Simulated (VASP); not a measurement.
# CoSn: fixed spin moments, part 3 of 4

What does it cost to change the moment of CoSn? The start is a computed cell from the Materials Project.

VASP 6.6.1, plane waves and PAW; the level of theory is named at each step.

Still holding for the runs below: The magnetic state follows from one typed start and may not be the lowest. The k-mesh is coarse for a metal.

So far. Step 3 (Fixed spin moment, fixed moment 0): Energy at zero smearing: -27.75564 eV.

**4. Fixed spin moment, fixed moment 0.52**

Level of this step: PBE, DFT+U (Co d 2 eV), spin-polarised, total moment fixed; plane waves and PAW (Sn, Co) (VASP).

File INCAR:

```
SYSTEM = CoSn
PREC = Accurate
ENCUT = 350
EDIFF = 1E-06
NELM = 150
ISMEAR = 0
SIGMA = 0.1
LREAL = .FALSE.
ALGO = Normal
GGA = PE
NBANDS = 31
ISPIN = 2
MAGMOM = 0 0 0 0.17 0.17 0.17
LDAU = .TRUE.
LDAUTYPE = 2
LDAUL = -1 2
LDAUU = 0 2
LDAUJ = 0 0
LDAUPRINT = 1
LASPH = .TRUE.
LMAXMIX = 4
LORBIT = 11
LWAVE = .FALSE.
LCHARG = .FALSE.
AMIX = 0.2
BMIX = 1E-04
AMIX_MAG = 0.8
BMIX_MAG = 1E-04
NUPDOWN = 0.52
```

File POSCAR:

```
CoSn
1.0
    5.2460399276      0.0000000000      0.0000000000
   -2.6230199638      4.5432038466      0.0000000000
    0.0000000000      0.0000000000      4.1875903000
Sn Co
3 3
Direct
    0.0000000000      0.0000000000      0.0000000000
    0.3333333333      0.6666666667      0.5000000000
    0.6666666667      0.3333333333      0.5000000000
    0.5000000000      0.0000000000      0.0000000000
    0.5000000000      0.5000000000      0.0000000000
    0.0000000000      0.5000000000      0.0000000000
```

File KPOINTS:

```
Automatic mesh
0
Gamma
6 6 6
0 0 0
```

The projector-augmented-wave data sets are Sn and Co (PBE family, release 64).

Run with:

```
$ mpirun -np 1 vasp_std
```

The log of the run:

```text
[... set-up lines as in an earlier step ...]
 entering main loop
       N       E                     dE             d eps       ncg     rms          rms(c)
DAV:   1     0.202028468873E+03    0.20203E+03   -0.12188E+04  3472   0.923E+02
DAV:   2    -0.190578536022E+02   -0.22109E+03   -0.20904E+03  3528   0.245E+02
DAV:   3    -0.297533197091E+02   -0.10695E+02   -0.10410E+02  4219   0.690E+01
DAV:   4    -0.299079725488E+02   -0.15465E+00   -0.15448E+00  3908   0.801E+00
DAV:   5    -0.299126316964E+02   -0.46591E-02   -0.46590E-02  5062   0.122E+00    0.132E+01
DAV:   6    -0.286933273159E+02    0.12193E+01   -0.39440E+00  3994   0.264E+01    0.620E+00
DAV:   7    -0.281851729386E+02    0.50815E+00   -0.83471E-01  4857   0.112E+01    0.618E+00
DAV:   8    -0.277788295786E+02    0.40634E+00   -0.13760E+00  3805   0.950E+00    0.166E+00
DAV:   9    -0.277634128906E+02    0.15417E-01   -0.80330E-02  3961   0.196E+00    0.995E-01
DAV:  10    -0.277594636508E+02    0.39492E-02   -0.22996E-02  4179   0.171E+00    0.342E-01
DAV:  11    -0.277596957275E+02   -0.23208E-03   -0.34292E-03  4659   0.509E-01    0.144E-01
DAV:  12    -0.277600712002E+02   -0.37547E-03   -0.15586E-03  4498   0.377E-01    0.858E-02
DAV:  13    -0.277602533046E+02   -0.18210E-03   -0.38168E-04  4502   0.131E-01    0.460E-02
DAV:  14    -0.277603475909E+02   -0.94286E-04   -0.29138E-04  5328   0.115E-01    0.186E-02
DAV:  15    -0.277603605065E+02   -0.12916E-04   -0.36658E-05  4326   0.402E-02    0.115E-02
DAV:  16    -0.277603592772E+02    0.12293E-05   -0.75895E-06  3579   0.161E-02    0.569E-03
DAV:  17    -0.277603582803E+02    0.99691E-06   -0.26877E-06  2757   0.109E-02
   1 F= -.27760358E+02 E0= -.27752489E+02  d E =-.157395E-01  mag=     0.5200
```

Wall time 1.9 min (1 MPI rank of Intel Xeon Platinum 8175M at 2.50GHz (Skylake/Cascade Lake), shared host); peak memory 0.23 GiB.

Parts of OUTCAR (step 4):

```text
The static configuration has the point symmetry D_6h.

 Found     28 irreducible k-points:

   NELECT =      39.0000    total number of electrons

atom =   4  type =  2  l = 2

 onsite density matrix

spin component  1

  0.6639  0.0000  0.0000  0.0000  0.0000
  0.0000  0.7990 -0.0000 -0.0000  0.0000
  0.0000 -0.0000  0.7384 -0.0000  0.0104
  0.0000 -0.0000 -0.0000  0.8424  0.0000
  0.0000  0.0000  0.0104  0.0000  0.8295

spin component  2

  0.6548  0.0000  0.0000 -0.0000  0.0000
  0.0000  0.7690  0.0000 -0.0000 -0.0000
  0.0000  0.0000  0.6523  0.0000  0.0073
 -0.0000 -0.0000  0.0000  0.8041  0.0000
  0.0000 -0.0000  0.0073  0.0000  0.8231

 occupancies and eigenvectors

  o =  0.6520  v =  0.0000  0.0000  0.0000  0.0000  0.0000  0.0000  0.0000  0.9991 -0.0000 -0.0428      0.0000  0.0000  0.0000  0.0000  0.0000  0.0000  0.0000  0.0000  0.0000  0.0000
  o =  0.6548  v =  0.0000  0.0000  0.0000  0.0000  0.0000  1.0000  0.0000  0.0000  0.0000  0.0000      0.0000  0.0000  0.0000  0.0000  0.0000  0.0000  0.0000  0.0000  0.0000  0.0000
  o =  0.6639  v =  1.0000  0.0000  0.0000  0.0000  0.0000  0.0000  0.0000  0.0000  0.0000  0.0000      0.0000  0.0000  0.0000  0.0000  0.0000  0.0000  0.0000  0.0000  0.0000  0.0000
  o =  0.7372  v =  0.0000 -0.0000  0.9937  0.0000 -0.1119  0.0000  0.0000  0.0000  0.0000  0.0000      0.0000  0.0000  0.0000  0.0000  0.0000  0.0000  0.0000  0.0000  0.0000  0.0000
  o =  0.7690  v =  0.0000  0.0000  0.0000  0.0000  0.0000  0.0000 -1.0000  0.0000  0.0000 -0.0000      0.0000  0.0000  0.0000  0.0000  0.0000  0.0000  0.0000  0.0000  0.0000  0.0000
  o =  0.7990  v =  0.0000 -1.0000 -0.0000  0.0000  0.0000  0.0000  0.0000  0.0000  0.0000  0.0000      0.0000  0.0000  0.0000  0.0000  0.0000  0.0000  0.0000  0.0000  0.0000  0.0000
  o =  0.8041  v =  0.0000  0.0000  0.0000  0.0000  0.0000  0.0000  0.0000  0.0000  1.0000 -0.0000      0.0000  0.0000  0.0000  0.0000  0.0000  0.0000  0.0000  0.0000  0.0000  0.0000
  o =  0.8234  v =  0.0000  0.0000  0.0000  0.0000  0.0000  0.0000  0.0000 -0.0428 -0.0000 -0.9991      0.0000  0.0000  0.0000  0.0000  0.0000  0.0000  0.0000  0.0000  0.0000  0.0000
  o =  0.8307  v =  0.0000 -0.0000 -0.1119  0.0000 -0.9937  0.0000  0.0000  0.0000  0.0000  0.0000      0.0000  0.0000  0.0000  0.0000  0.0000  0.0000  0.0000  0.0000  0.0000  0.0000
  o =  0.8424  v =  0.0000  0.0000 -0.0000  1.0000  0.0000  0.0000  0.0000  0.0000  0.0000  0.0000      0.0000  0.0000  0.0000  0.0000  0.0000  0.0000  0.0000  0.0000  0.0000  0.0000

atom =   5  type =  2  l = 2

 onsite density matrix

spin component  1

  0.7881  0.0000  0.0090 -0.0000 -0.0717
  0.0000  0.8316  0.0000  0.0188  0.0000
  0.0090  0.0000  0.7384  0.0000 -0.0052
 -0.0000  0.0188  0.0000  0.8099  0.0000
 -0.0717  0.0000 -0.0052  0.0000  0.7053

spin component  2

  0.7810  0.0000  0.0063 -0.0000 -0.0729
  0.0000  0.7953  0.0000  0.0152  0.0000
  0.0063  0.0000  0.6523 -0.0000 -0.0037
 -0.0000  0.0152 -0.0000  0.7778 -0.0000
 -0.0729  0.0000 -0.0037 -0.0000  0.6969

 occupancies and eigenvectors

  o =  0.6520  v =  0.0000  0.0000  0.0000  0.0000  0.0000  0.0370 -0.0000 -0.9991  0.0000 -0.0214      0.0000  0.0000  0.0000  0.0000  0.0000  0.0000  0.0000  0.0000  0.0000  0.0000
  o =  0.6548  v =  0.0000  0.0000  0.0000  0.0000  0.0000 -0.5000 -0.0000 -0.0000 -0.0000 -0.8660      0.0000  0.0000  0.0000  0.0000  0.0000  0.0000  0.0000  0.0000  0.0000  0.0000
  o =  0.6639  v =  0.5000 -0.0000 -0.0000  0.0000  0.8660  0.0000  0.0000  0.0000  0.0000  0.0000      0.0000  0.0000  0.0000  0.0000  0.0000  0.0000  0.0000  0.0000  0.0000  0.0000
  o =  0.7372  v =  0.0969  0.0000 -0.9937 -0.0000 -0.0560  0.0000  0.0000  0.0000  0.0000  0.0000      0.0000  0.0000  0.0000  0.0000  0.0000  0.0000  0.0000  0.0000  0.0000  0.0000
  o =  0.7690  v =  0.0000  0.0000  0.0000  0.0000  0.0000 -0.0000  0.5000 -0.0000 -0.8660 -0.0000      0.0000  0.0000  0.0000  0.0000  0.0000  0.0000  0.0000  0.0000  0.0000  0.0000
  o =  0.7990  v = -0.0000 -0.5000 -0.0000  0.8660 -0.0000  0.0000  0.0000  0.0000  0.0000  0.0000      0.0000  0.0000  0.0000  0.0000  0.0000  0.0000  0.0000  0.0000  0.0000  0.0000
  o =  0.8041  v =  0.0000  0.0000  0.0000  0.0000  0.0000  0.0000 -0.8660  0.0000 -0.5000 -0.0000      0.0000  0.0000  0.0000  0.0000  0.0000  0.0000  0.0000  0.0000  0.0000  0.0000
  o =  0.8234  v =  0.0000  0.0000  0.0000  0.0000  0.0000 -0.8652 -0.0000 -0.0428 -0.0000  0.4995      0.0000  0.0000  0.0000  0.0000  0.0000  0.0000  0.0000  0.0000  0.0000  0.0000
  o =  0.8307  v =  0.8606  0.0000  0.1119  0.0000 -0.4969  0.0000  0.0000  0.0000  0.0000  0.0000      0.0000  0.0000  0.0000  0.0000  0.0000  0.0000  0.0000  0.0000  0.0000  0.0000
  o =  0.8424  v = -0.0000  0.8660 -0.0000  0.5000  0.0000  0.0000  0.0000  0.0000  0.0000  0.0000      0.0000  0.0000  0.0000  0.0000  0.0000  0.0000  0.0000  0.0000  0.0000  0.0000

atom =   6  type =  2  l = 2

 onsite density matrix

spin component  1

  0.7881  0.0000 -0.0090 -0.0000  0.0717
  0.0000  0.8316  0.0000 -0.0188  0.0000
 -0.0090  0.0000  0.7384 -0.0000 -0.0052
 -0.0000 -0.0188 -0.0000  0.8099 -0.0000
  0.0717  0.0000 -0.0052 -0.0000  0.7053

spin component  2

  0.7810  0.0000 -0.0063 -0.0000  0.0729
  0.0000  0.7953  0.0000 -0.0152  0.0000
 -0.0063  0.0000  0.6523 -0.0000 -0.0037
 -0.0000 -0.0152 -0.0000  0.7778  0.0000
  0.0729  0.0000 -0.0037  0.0000  0.6969

 occupancies and eigenvectors

  o =  0.6520  v =  0.0000  0.0000  0.0000  0.0000  0.0000 -0.0370  0.0000 -0.9991 -0.0000 -0.0214      0.0000  0.0000  0.0000  0.0000  0.0000  0.0000  0.0000  0.0000  0.0000  0.0000
  o =  0.6548  v =  0.0000  0.0000  0.0000  0.0000  0.0000 -0.5000 -0.0000  0.0000 -0.0000  0.8660      0.0000  0.0000  0.0000  0.0000  0.0000  0.0000  0.0000  0.0000  0.0000  0.0000
  o =  0.6639  v =  0.5000 -0.0000  0.0000 -0.0000 -0.8660  0.0000  0.0000  0.0000  0.0000  0.0000      0.0000  0.0000  0.0000  0.0000  0.0000  0.0000  0.0000  0.0000  0.0000  0.0000
  o =  0.7372  v = -0.0969 -0.0000 -0.9937 -0.0000 -0.0560  0.0000  0.0000  0.0000  0.0000  0.0000      0.0000  0.0000  0.0000  0.0000  0.0000  0.0000  0.0000  0.0000  0.0000  0.0000
  o =  0.7690  v =  0.0000  0.0000  0.0000  0.0000  0.0000  0.0000 -0.5000 -0.0000 -0.8660 -0.0000      0.0000  0.0000  0.0000  0.0000  0.0000  0.0000  0.0000  0.0000  0.0000  0.0000
  o =  0.7990  v =  0.0000  0.5000 -0.0000  0.8660 -0.0000  0.0000  0.0000  0.0000  0.0000  0.0000      0.0000  0.0000  0.0000  0.0000  0.0000  0.0000  0.0000  0.0000  0.0000  0.0000
  o =  0.8041  v =  0.0000  0.0000  0.0000  0.0000  0.0000 -0.0000  0.8660  0.0000 -0.5000 -0.0000      0.0000  0.0000  0.0000  0.0000  0.0000  0.0000  0.0000  0.0000  0.0000  0.0000
  o =  0.8234  v =  0.0000  0.0000  0.0000  0.0000  0.0000 -0.8652 -0.0000  0.0428  0.0000 -0.4995      0.0000  0.0000  0.0000  0.0000  0.0000  0.0000  0.0000  0.0000  0.0000  0.0000
  o =  0.8307  v =  0.8606  0.0000 -0.1119 -0.0000  0.4969  0.0000  0.0000  0.0000  0.0000  0.0000      0.0000  0.0000  0.0000  0.0000  0.0000  0.0000  0.0000  0.0000  0.0000  0.0000
  o =  0.8424  v =  0.0000 -0.8660  0.0000  0.5000  0.0000  0.0000  0.0000  0.0000  0.0000  0.0000      0.0000  0.0000  0.0000  0.0000  0.0000  0.0000  0.0000  0.0000  0.0000  0.0000

 E-fermi :   7.7768

 spin component 1
 k-point     1 :       0.0000    0.0000    0.0000
  band No.  band energies     occupation
    ...
     15       7.0762      1.00000
     16       7.1800      1.00000
     17       7.1800      1.00000
     18       7.2146      1.00000
     19       7.2146      1.00000
     20       8.3773      0.00000
     21       8.4482      0.00000
     22       9.2009      0.00000
     23       9.2009      0.00000
     24      10.8815      0.00000
    ...

 k-point     2 :       0.1667    0.0000    0.0000
  band No.  band energies     occupation
    ...
     15       7.0089      1.00000
     16       7.1736      1.00000
     17       7.2005      1.00000
     18       7.2805      1.00000
     19       7.4465      1.00000
     20       8.4568      0.00000
     21       8.7643      0.00000
     22       9.3631      0.00000
     23       9.6242      0.00000
     24      11.1041      0.00000
    ...

 k-point     3 :       0.3333    0.0000    0.0000
  band No.  band energies     occupation
    ...
     14       6.2481      1.00000
     15       6.8093      1.00000
     16       7.0710      1.00000
     17       7.1890      1.00000
     18       7.3360      1.00000
     19       8.1190      0.00011
     20       8.5283      0.00000
     21       9.2170      0.00000
     22      10.1345      0.00000
     23      10.6215      0.00000
    ...

 k-point     4 :       0.5000    0.0000    0.0000
  band No.  band energies     occupation
    ...
     14       6.4227      1.00000
     15       6.6184      1.00000
     16       7.0038      1.00000
     17       7.1863      1.00000
     18       7.2650      1.00000
     19       8.5644      0.00000
     20       8.8794      0.00000
     21       9.5997      0.00000
     22       9.6396      0.00000
     23      10.4937      0.00000
    ...

  Total        1.1892277      1.1892277      0.8256575      0.0000000      0.0000000     -0.0000000
  in kB       19.0905131     19.0905131     13.2541685      0.0000000      0.0000000     -0.0000000
  external PRESSURE =      17.1450649 kB  Pullay stress =       0.0000000 kB

 POSITION                                       TOTAL-FORCE (eV/Angst)
 -----------------------------------------------------------------------------------
      0.00000      0.00000      0.00000         0.000000      0.000000      0.000000
     -0.00000      3.02880      2.09380         0.000000     -0.000000     -0.000000
      2.62302      1.51440      2.09380        -0.000000      0.000000      0.000000
      2.62302      0.00000      0.00000         0.000000      0.000000      0.000000
      1.31151      2.27160      0.00000         0.000000      0.000000      0.000000
     -1.31151      2.27160      0.00000         0.000000      0.000000      0.000000
 -----------------------------------------------------------------------------------
    total drift:                                0.000000      0.000000     -0.000000

  FREE ENERGIE OF THE ION-ELECTRON SYSTEM (eV)
  ---------------------------------------------------
  free  energy   TOTEN  =       -27.7603582803 eV

  energy  without entropy=      -27.7446187516  energy(sigma->0) =      -27.75248852

 total charge
# of ion       s       p       d       tot
------------------------------------------
    1        1.397   1.613   0.229   3.239
    2        1.366   1.853   0.282   3.501
    3        1.366   1.853   0.282   3.501
    4        0.398   0.460   7.544   8.403
    5        0.398   0.460   7.544   8.403
    6        0.398   0.460   7.544   8.403
--------------------------------------------------
tot          5.323   6.699  23.427  35.449

 magnetization (x)
# of ion       s       p       d       tot
------------------------------------------
    1       -0.001  -0.013  -0.003  -0.016
    2       -0.001   0.002   0.003   0.004
    3       -0.001   0.002   0.003   0.004
    4        0.001   0.002   0.170   0.173
    5        0.001   0.002   0.170   0.173
    6        0.001   0.002   0.170   0.173
--------------------------------------------------
tot         -0.001  -0.003   0.514   0.510

[... 8 parts as in an earlier step ...]

[... 9 further parts left out ...]
```

This step gave:

```
free energy (TOTEN)                               : -27.76 eV
energy at zero smearing                           : -27.75 eV
moment of the cell, from the last line of the log : 0.52 μB
```

Spin moment in the PAW sphere by atom:

```
atom  spin moment in the PAW sphere (μB)
 Sn1                              -0.016
 Sn2                               0.004
 Sn3                               0.004
 Co4                               0.173
 Co5                               0.173
 Co6                               0.173
```

Energy at zero smearing: -27.75249 eV.

The run ends at a pressure of 1.71 GPa.

**5. Fixed spin moment, fixed moment 1.05**

Changes to INCAR since step 4:

```diff
@@ -12,3 +12,3 @@
 ISPIN = 2
-MAGMOM = 0 0 0 0.17 0.17 0.17
+MAGMOM = 0 0 0 0.35 0.35 0.35
 LDAU = .TRUE.
@@ -28,2 +28,2 @@
 BMIX_MAG = 1E-04
-NUPDOWN = 0.52
+NUPDOWN = 1.05
```

POSCAR is that of step 4.

KPOINTS is that of step 4.

Run with:

```
$ mpirun -np 1 vasp_std
```

The log of the run:

```text
[... set-up lines as in an earlier step ...]
 entering main loop
       N       E                     dE             d eps       ncg     rms          rms(c)
DAV:   1     0.202035814447E+03    0.20204E+03   -0.12177E+04  3472   0.923E+02
DAV:   2    -0.190126504838E+02   -0.22105E+03   -0.20901E+03  3528   0.245E+02
DAV:   3    -0.296910864635E+02   -0.10678E+02   -0.10388E+02  4219   0.689E+01
DAV:   4    -0.298460583822E+02   -0.15497E+00   -0.15479E+00  3915   0.802E+00
[...]
DAV:  60    -0.277039894073E+02   -0.84776E-05   -0.12600E-04  5669   0.735E-02    0.435E-03
DAV:  61    -0.277039916989E+02   -0.22916E-05   -0.20712E-05  3344   0.292E-02    0.253E-03
DAV:  62    -0.277039919672E+02   -0.26830E-06   -0.26013E-06  2517   0.978E-03
   1 F= -.27703992E+02 E0= -.27693735E+02  d E =-.205139E-01  mag=     1.0500
```

Wall time 7 min (1 MPI rank); peak memory 0.23 GiB.

OUTCAR, selected parts (step 5):

```text
  Total        1.2047120      1.2047120      1.2292087      0.0000000      0.0000000      0.0000000
  in kB       19.3390809     19.3390809     19.7323229      0.0000000      0.0000000      0.0000000
  external PRESSURE =      19.4701616 kB  Pullay stress =       0.0000000 kB

 POSITION                                       TOTAL-FORCE (eV/Angst)
 -----------------------------------------------------------------------------------
      0.00000      0.00000      0.00000         0.000000      0.000000      0.000000
     -0.00000      3.02880      2.09380         0.000000      0.000000      0.000000
      2.62302      1.51440      2.09380         0.000000     -0.000000     -0.000000
      2.62302      0.00000      0.00000        -0.000000      0.000000      0.000000
      1.31151      2.27160      0.00000        -0.000000      0.000000      0.000000
     -1.31151      2.27160      0.00000         0.000000      0.000000      0.000000
 -----------------------------------------------------------------------------------
    total drift:                               -0.000000      0.000000     -0.000000

  FREE ENERGIE OF THE ION-ELECTRON SYSTEM (eV)
  ---------------------------------------------------
  free  energy   TOTEN  =       -27.7039919672 eV

  energy  without entropy=      -27.6834780188  energy(sigma->0) =      -27.69373499

 magnetization (x)
# of ion       s       p       d       tot
------------------------------------------
    1        0.000   0.002  -0.003  -0.000
    2       -0.000  -0.005   0.005   0.001
    3       -0.000  -0.005   0.005   0.001
    4        0.001   0.004   0.331   0.336
    5        0.001   0.004   0.331   0.336
    6        0.001   0.004   0.331   0.336
--------------------------------------------------
tot          0.004   0.004   1.001   1.010

[... 2 parts as in an earlier step ...]

[... 1 further part left out ...]
[key lines of the parts left out:]
E-fermi :   7.7263
```

Energy at zero smearing: -27.69373 eV.

The run ends at a pressure of 1.95 GPa.

**6. Fixed spin moment, fixed moment 1.57**

Changes to INCAR since step 5:

```diff
@@ -12,3 +12,3 @@
 ISPIN = 2
-MAGMOM = 0 0 0 0.35 0.35 0.35
+MAGMOM = 0 0 0 0.52 0.52 0.52
 LDAU = .TRUE.
@@ -28,2 +28,2 @@
 BMIX_MAG = 1E-04
-NUPDOWN = 1.05
+NUPDOWN = 1.57
```

POSCAR is that of step 5.

KPOINTS is that of step 5.

Run with:

```
$ mpirun -np 1 vasp_std
```

The log of the run:

```text
[... set-up lines as in an earlier step ...]
 entering main loop
       N       E                     dE             d eps       ncg     rms          rms(c)
DAV:   1     0.202052048015E+03    0.20205E+03   -0.12179E+04  3472   0.923E+02
DAV:   2    -0.189305971659E+02   -0.22098E+03   -0.20898E+03  3528   0.245E+02
DAV:   3    -0.295861112299E+02   -0.10656E+02   -0.10355E+02  4219   0.688E+01
DAV:   4    -0.297413475465E+02   -0.15524E+00   -0.15505E+00  3922   0.803E+00
[...]
DAV:  66    -0.276810135492E+02   -0.18485E-04   -0.74288E-05  5300   0.535E-02    0.806E-03
DAV:  67    -0.276810162136E+02   -0.26644E-05   -0.40277E-06  3028   0.117E-02    0.660E-03
DAV:  68    -0.276810171790E+02   -0.96537E-06   -0.13379E-06  1794   0.672E-03
   1 F= -.27681017E+02 E0= -.27670301E+02  d E =-.214319E-01  mag=     1.5700
```

The job ended after 8.1 min (1 MPI rank; peak memory 0.24 GiB).

Parts of OUTCAR (step 6):

```text
  Total        2.2003580      2.2003580      3.5450556      0.0000000      0.0000000      0.0000000
  in kB       35.3220525     35.3220525     56.9083028      0.0000000      0.0000000      0.0000000
  external PRESSURE =      42.5174693 kB  Pullay stress =       0.0000000 kB

 POSITION                                       TOTAL-FORCE (eV/Angst)
 -----------------------------------------------------------------------------------
      0.00000      0.00000      0.00000         0.000000      0.000000      0.000000
     -0.00000      3.02880      2.09380         0.000000     -0.000000      0.000000
      2.62302      1.51440      2.09380        -0.000000      0.000000     -0.000000
      2.62302      0.00000      0.00000         0.000000      0.000000      0.000000
      1.31151      2.27160      0.00000         0.000000      0.000000      0.000000
     -1.31151      2.27160      0.00000         0.000000      0.000000      0.000000
 -----------------------------------------------------------------------------------
    total drift:                               -0.000000      0.000000     -0.000000

  FREE ENERGIE OF THE ION-ELECTRON SYSTEM (eV)
  ---------------------------------------------------
  free  energy   TOTEN  =       -27.6810171790 eV

  energy  without entropy=      -27.6595852373  energy(sigma->0) =      -27.67030121

 magnetization (x)
# of ion       s       p       d       tot
------------------------------------------
    1       -0.006  -0.109   0.026  -0.090
    2       -0.002  -0.028  -0.007  -0.036
    3       -0.002  -0.028  -0.007  -0.036
    4        0.001   0.002   0.570   0.572
    5        0.001   0.002   0.570   0.572
    6        0.001   0.002   0.570   0.572
--------------------------------------------------
tot         -0.006  -0.160   1.722   1.556

[... 2 parts as in an earlier step ...]

[... 1 further part left out ...]
[key lines of the parts left out:]
E-fermi :   8.1391
```

Spin moment in the PAW sphere by atom:

```
atom  spin moment in the PAW sphere (μB)
 Sn1                              -0.090
 Sn2                              -0.036
 Sn3                              -0.036
 Co4                               0.572
 Co5                               0.572
 Co6                               0.572
```

Energy at zero smearing: -27.67030 eV.

The run ends at a pressure of 4.25 GPa.

(Continued in part 4 of 4.)

[Lines on the potential files, build, host, timing and source positions are cut from VASP's logs without a mark.]

[Logs are printed without paths, hosts, clocks, repeated set-up lines and the standing remarks that a program may print on its own settings, such as how far it seeks lower states.]

[Hosts, paths, dates, database ids (printed as entryN), source tags and the programs' standing remarks are cut or masked in the printed files.]

[In band tables of VASP the shares of atoms and orbitals are scaled to a sum of 1 inside the atoms' spheres.]

[Runs that stopped without an error message from VASP are left out.]
